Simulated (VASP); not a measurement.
# MgCd2S3 (Cmc2_1) in VASP: relaxation of cell and atoms with PBE

Aim: the relaxation of cell and atoms of MgCd2S3 with PBE.

Everything below comes from runs of VASP 6.6.1. Logs are shortened: lines on timing, memory, paths and dates and some standing lists are left out, and cuts for length are marked.

## 1. Starting point

It takes space group Cmc2_1 (No. 36, orthorhombic). The conventional cell has a = 12.240 Å, b = 7.070 Å, c = 6.660 Å, α = 90.00°, β = 90.00°, γ = 90.00°. Around Mg (site symmetry m) lie 4 S at 2.50 Å. Cd (site symmetry 1) is surrounded by 4 S at 2.50 Å. Around S (site symmetry 1) lie 3 Cd at 2.50 Å and 1 Mg at 2.50 Å. S (site symmetry m) is surrounded by 2 Mg at 2.50 Å and 2 Cd at 2.50 Å.

The cell was built by a generator and needn't be a form met in nature.

## 2. Relaxation of cell and atoms, PBE

INCAR reads:

```
ALGO = Fast
EDIFF = 1E-4
EDIFFG = -0.08
ENCUT = 520
GGA = PE
IBRION = 2
ISIF = 3
ISMEAR = 0
LASPH = True
LCHARG = False
LREAL = Auto
LWAVE = False
NELM = 60
NSW = 24
PREC = Normal
SIGMA = 0.15
```

KPOINTS reads:

```
k-points
0
Gamma
  3 3 2
```

POSCAR reads:

```
MgCd2S3
1.0
    6.1200000000     -3.5350000000      0.0000000000
    6.1200000000      3.5350000000      0.0000000000
    0.0000000000      0.0000000000      6.6600000000
Mg Cd S
2 4 6
Direct
    0.8333000000      0.1667000000      0.0000000000
    0.1667000000      0.8333000000      0.5000000000
    0.1666000000      0.5000000000      0.0000000000
    0.8334000000      0.5000000000      0.5000000000
    0.5000000000      0.8334000000      0.0000000000
    0.5000000000      0.1666000000      0.5000000000
    0.1666000000      0.5000000000      0.3750000000
    0.8334000000      0.5000000000      0.8750000000
    0.8333000000      0.1667000000      0.3750000000
    0.1667000000      0.8333000000      0.8750000000
    0.5000000000      0.8334000000      0.3750000000
    0.5000000000      0.1666000000      0.8750000000
```

Potentials or basis: VASP PAW PBE potentials, release 64 (Mg, Cd, S).

The run is started by

```console
> cat potpaw_PBE.64/Mg/POTCAR potpaw_PBE.64/Cd/POTCAR potpaw_PBE.64/S/POTCAR > POTCAR
> mpirun -np 1 vasp_std > vasp.out
```

OUTCAR:

```text
EDIFF = 1E-4
   EDIFFG = -0.08
   ENCUT = 520
   GGA = PE
   IBRION = 2
   ISIF = 3
   ISMEAR = 0
   LASPH = True
   LREAL = Auto
   NELM = 60
   NSW = 24
   PREC = Normal

 ion  position               nearest neighbor table
   1  0.833  0.167  0.000-   9 2.50   8 2.50  12 2.50  10 2.50
   2  0.167  0.833  0.500-  10 2.50   7 2.50  11 2.50   9 2.50
   3  0.167  0.500  0.000-   7 2.50   8 2.50  10 2.50  12 2.50
   4  0.833  0.500  0.500-   8 2.50   7 2.50   9 2.50  11 2.50
   5  0.500  0.833  0.000-  11 2.50  12 2.50  10 2.50   8 2.50
   6  0.500  0.167  0.500-  12 2.50  11 2.50   9 2.50   7 2.50
   7  0.167  0.500  0.375-   3 2.50   4 2.50   2 2.50   6 2.50
   8  0.833  0.500  0.875-   4 2.50   3 2.50   1 2.50   5 2.50
   9  0.833  0.167  0.375-   1 2.50   4 2.50   6 2.50   2 2.50
  10  0.167  0.833  0.875-   2 2.50   3 2.50   5 2.50   1 2.50
  11  0.500  0.833  0.375-   5 2.50   6 2.50   2 2.50   4 2.50
  12  0.500  0.167  0.875-   6 2.50   5 2.50   1 2.50   3 2.50

  LATTYP: Found a base centered orthorhombic cell.
 ALAT       =     7.0700000000
 B/A-ratio  =     1.7312588402
 C/A-ratio  =     0.9420084866

  Lattice vectors:

 A1 = (  -6.1200000000,  -3.5350000000,   0.0000000000)
 A2 = (   6.1200000000,  -3.5350000000,   0.0000000000)
 A3 = (   0.0000000000,   0.0000000000,   6.6600000000)

Analysis of symmetry for initial positions (statically):
=====================================================================
 Subroutine PRICEL returns:
 Original cell was already a primitive cell.

 Routine SETGRP: Setting up the symmetry group for a
 base centered orthorhombic supercell.

 Subroutine GETGRP returns: Found  4 space group operations
 (whereof  2 operations were pure point group operations)
 out of a pool of  8 trial point group operations.

The static configuration has the point symmetry C_1h.
 The point group associated with its full space group is C_2v.

Analysis of symmetry for dynamics (positions and initial velocities):
=====================================================================
 Subroutine PRICEL returns:
 Original cell was already a primitive cell.

 Routine SETGRP: Setting up the symmetry group for a
 base centered orthorhombic supercell.

 Subroutine GETGRP returns: Found  4 space group operations
 (whereof  2 operations were pure point group operations)
 out of a pool of  8 trial point group operations.

The dynamic configuration has the point symmetry C_1h.
 The point group associated with its full space group is C_2v.

 Subroutine INISYM returns: Found  4 space group operations
 (whereof  2 operations are pure point group operations),
 and found     1 'primitive' translations

----------------------------------------------------------------------------------------

                                     Primitive cell

  volume of cell :     288.1675

  direct lattice vectors                    reciprocal lattice vectors
     6.120000000 -3.535000000  0.000000000     0.081699346 -0.141442716  0.000000000
     6.120000000  3.535000000  0.000000000     0.081699346  0.141442716  0.000000000
     0.000000000  0.000000000  6.660000000     0.000000000  0.000000000  0.150150150

  length of vectors
     7.067575610  7.067575610  6.660000000     0.163342661  0.163342661  0.150150150

  position of ions in fractional coordinates (direct lattice)
     0.833300000  0.166700000  0.000000000
     0.166700000  0.833300000  0.500000000
     0.166600000  0.500000000  0.000000000
     0.833400000  0.500000000  0.500000000
     0.500000000  0.833400000  0.000000000
     0.500000000  0.166600000  0.500000000
     0.166600000  0.500000000  0.375000000
     0.833400000  0.500000000  0.875000000
     0.833300000  0.166700000  0.375000000
     0.166700000  0.833300000  0.875000000
     0.500000000  0.833400000  0.375000000
     0.500000000  0.166600000  0.875000000

  ion indices of the primitive-cell ions
   primitive index   ion index
                 1           1
                 2           2
                 3           3
                 4           4
                 5           5
                 6           6
                 7           7
                 8           8
                 9           9
                10          10
                11          11
                12          12

----------------------------------------------------------------------------------------

 KPOINTS: k-points

Automatic generation of k-mesh.
 Grid dimensions read from file:
 generate k-points for:    3    3    2

 Generating k-lattice:

  Cartesian coordinates                     Fractional coordinates (reciprocal lattice)
     0.027233115 -0.047147572  0.000000000     0.333333333 -0.000000000  0.000000000
     0.027233115  0.047147572  0.000000000    -0.000000000  0.333333333  0.000000000
     0.000000000  0.000000000  0.075075075     0.000000000  0.000000000  0.500000000

  Length of vectors
     0.054447554  0.054447554  0.075075075

  Shift w.r.t. Gamma in fractional coordinates (k-lattice)
     0.000000000  0.000000000  0.000000000

 Subroutine IBZKPT returns following result:
 ===========================================

 Found      8 irreducible k-points:

 Following reciprocal coordinates:
            Coordinates               Weight
  0.000000  0.000000  0.000000      1.000000
  0.333333  0.000000  0.000000      4.000000
  0.333333  0.333333  0.000000      2.000000
 -0.333333  0.333333  0.000000      2.000000
  0.000000  0.000000  0.500000      1.000000
  0.333333  0.000000  0.500000      4.000000
  0.333333  0.333333  0.500000      2.000000
 -0.333333  0.333333  0.500000      2.000000
   k-points           NKPTS =      8   k-points in BZ     NKDIM =      8   number of bands    NBANDS=     52
   number of dos      NEDOS =    301   number of ions     NIONS =     12
   total plane-waves  NPLWV =  64000
   dimension x,y,z NGX =    40 NGY =   40 NGZ =   40
   dimension x,y,z NGXF=    80 NGYF=   80 NGZF=   80
   ions per type =               2   4   6
   NGX,Y,Z   is equivalent  to a cutoff of   9.41,  9.41,  9.98 a.u.
   NGXF,Y,Z  is equivalent  to a cutoff of  18.82, 18.82, 19.97 a.u.
 SYSTEM =  unknown system
   PREC   = normal    normal or accurate (medium, high low for compatibility)
   ISTART =      0    job   : 0-new  1-cont  2-samecut
   ICHARG =      2    charge: 1-file 2-atom 10-const
   ISPIN  =      1    spin polarized calculation?
   LNONCOLLINEAR =      F non collinear calculations
   LSORBIT =      F    spin-orbit coupling
   LASPH  =      T    aspherical Exc in radial PAW
   ENCUT  =  520.0 eV  38.22 Ry    6.18 a.u.  13.14 13.14 12.38*2*pi/ulx,y,z
   NELM   =     60;   NELMIN=  2; NELMDL= -5     # of ELM steps
   EDIFF  = 0.1E-03   stopping-criterion for ELM
   LREAL  =      T    real-space projection
   EDIFFG = -.8E-01   stopping-criterion for IOM
   NSW    =     24    number of steps for IOM
   IBRION =      2    ionic relax: 0-MD 1-quasi-New 2-CG
   NFREE  =      1    steps in history (QN), initial steepest desc. (CG)
   ISIF   =      3    stress and relaxation
   ISYM   =      2    0-nonsym 1-usesym 2-fastsym
   POTIM  = 0.5000    time-step for ionic-motion
   TEBEG  =    0.0;   TEEND  =   0.0 temperature during run
   PSTRESS=    0.0 pullay stress
   NELECT =      88.0000    total number of electrons
   NUPDOWN=      -1.0000    fix difference up-down
   EMIN   =  10.00;   EMAX   =-10.00  energy-range for DOS
   EFERMI =   0.00;   METHOD = LEGACY
   ISMEAR =     0;   SIGMA  =   0.15  broadening in eV -4-tet -1-fermi 0-gaus
   EFERMI_NEDOS =   21; number of points for ismear=-14 and -15
   IALGO  =     68    algorithm
   IMIX   =      4    mixing-type and parameters
     AMIX     =   0.40;   BMIX     =  1.00
     AMIX_MAG =   1.60;   BMIX_MAG =  1.00
  volume/ion in A,a.u.               =      24.01       162.05
  Fermi-wavevector in a.u.,A,eV,Ry     =   1.102438  2.083305 16.536096  1.215369
  Thomas-Fermi vector in A             =   2.238880
   LORBIT       =      0    0 simple, 1 ext, 2 COOP (PROOUT), +10 PAW based schemes
   GGA     = PE    functional components
   LHFCALC =     F    Hartree Fock is set to
   AEXX    =    0.0000 exact exchange contribution
   IVDW    =     0    specifies the selected vdW correction
   LEPSILON=     F    determine dielectric tensor
   LRPA    =     F    only Hartree local field effects (RPA)
 conjugate gradient relaxation of ions
 non-spin polarized calculation
 RMM-DIIS sequential band-by-band and
 Gauss-broadening in eV      SIGMA  =   0.15
  energy-cutoff  :      520.00
  volume of cell :      288.17
 maximum number of plane-waves:      7824
   NGX = 27   NGY = 27   NGZ = 25

--------------------------------------- Ionic step        1  -------------------------------------------

 number of electron      87.9999963 magnetization

 Free energy of the ion-electron system (eV)
  ---------------------------------------------------
  ext. energy  EPLUGINS =         0.00000000
  ---------------------------------------------------
  free energy    TOTEN  =       -41.25925373 eV

  energy without entropy =      -41.25925373  energy(sigma->0) =      -41.25925373

------------------------ aborting loop because EDIFF is reached ----------------------------------------

  FORCE on cell =-STRESS in cart. coord.  units (eV):
  Direction    XX          YY          ZZ          XY          YZ          ZX
  --------------------------------------------------------------------------------------
  -------------------------------------------------------------------------------------
  Total        5.3467701      5.1311154      5.3527684      0.0000000      0.0000000      0.0000000
  in kB       29.7274069     28.5283924     29.7607566      0.0000000      0.0000000      0.0000000
  external PRESSURE =      29.3388520 kB  Pullay stress =       0.0000000 kB
[... 261 lines left out ...]
  energy  without entropy=      -41.5490657535  energy(sigma->0) =      -41.54906575

--------------------------------------- Ionic step        7  -------------------------------------------

 number of electron      87.9999999 magnetization

 Free energy of the ion-electron system (eV)
  ---------------------------------------------------
  ext. energy  EPLUGINS =         0.00000000
  ---------------------------------------------------
  free energy    TOTEN  =       -41.55220250 eV

  energy without entropy =      -41.55220250  energy(sigma->0) =      -41.55220250

 E-fermi :   1.5802     XC(G=0):  -8.7190

 val. band max:        0.8760524557   @ k =   0.0000   0.0000   0.0000
 cond. band min:       2.6800441551   @ k =   0.0000   0.0000   0.0000
 fundamental gap:      1.8039916994
 Fermi energy:         1.5801932685

 k-point     1 :       0.0000    0.0000    0.0000
  band No.  band energies     occupation
      1     -10.8947      2.00000
      2     -10.4764      2.00000
      3     -10.3788      2.00000
      4     -10.3781      2.00000
      5     -10.2662      2.00000
      6     -10.2196      2.00000
[... 468 lines left out ...]
  FREE ENERGIE OF THE ION-ELECTRON SYSTEM (eV)
  ---------------------------------------------------
  free  energy   TOTEN  =       -41.5522024966 eV

  energy  without entropy=      -41.5522024966  energy(sigma->0) =      -41.55220250

 reached required accuracy - stopping structural energy minimisation
```

Wall time 6.8 min (1 thread of Intel Xeon Platinum 8375C at 2.90GHz (Ice Lake), shared host); peak memory 0.29 GiB.

Results:

```
Free energy                            : -41.5522 eV
Relaxed volume                         : 25.16 Å³/atom
Relaxed cell                           : a = 7.184 Å, b = 7.184 Å, c = 6.755 Å, α = 90.00°, β = 90.00°, γ = 59.99°
Space group after relaxing (to 0.05 Å) : Cmc2_1 (No. 36)
Energy gained by relaxing              : 24.4 meV/atom
Ionic steps                            : 7
Pressure after relaxing                : -0.3 GPa
Largest force after relaxing           : 0.068 eV/Å
Band gap on the k mesh                 : 1.80 eV, direct
```

Forces on the atoms (eV/Å):
```
Mg   0.000 -0.064  0.023
Mg   0.000  0.064  0.023
Cd   0.040  0.028 -0.019
Cd  -0.040 -0.028 -0.019
Cd  -0.040  0.028 -0.019
Cd   0.040 -0.028 -0.019
S   -0.030 -0.019  0.011
S    0.030  0.019  0.011
S    0.000  0.015 -0.006
S    0.000 -0.015 -0.006
S    0.030 -0.019  0.011
S   -0.030  0.019  0.011
```

Step by step:
| step | energy change (eV) | largest force (eV/Å) | pressure (GPa) | volume (Å³) |
| --- | --- | --- | --- | --- |
| 1 | 0.0000 | 0.7813 | 2.93 | 288.17 |
| 2 | -0.2174 | 0.3626 | -0.92 | 306.90 |
| 3 | -0.2187 | 0.3891 | -0.57 | 305.34 |
| 4 | -0.2629 | 0.2544 | -0.32 | 303.29 |
| 5 | -0.2892 | 0.1326 | 0.24 | 299.60 |
| 6 | -0.2898 | 0.1205 | 0.26 | 300.18 |
| 7 | -0.2929 | 0.0683 | -0.28 | 301.91 |

Final structure:
```
Mg Cd S
1.0
     6.22231   -3.59138    0.00000
     6.22231    3.59138    0.00000
     0.00000    0.00000    6.75504
Mg Cd S
2 4 6
Cartesian
  6.2223 -2.4064 0.0020
  6.2223 2.4064 3.3796
  4.1582 1.2040 6.7475
  8.2864 -1.2040 3.3700
  8.2864 1.2040 6.7475
  4.1582 -1.2040 3.3700
  4.2160 1.2365 2.5680
  8.2286 -1.2365 5.9455
  6.2223 -2.4731 2.4764
  6.2223 2.4731 5.8540
  8.2286 1.2365 2.5680
  4.2160 -1.2365 5.9455
```

Caveat: the k mesh is coarse (spacing up to 0.47 Å⁻¹), so the values aren't converged; the relaxation stopped at a loose force limit of 0.08 eV/Å, so its end isn't a converged minimum. Expect the measured gap to be larger: semilocal functionals such as PBE lack the derivative discontinuity.
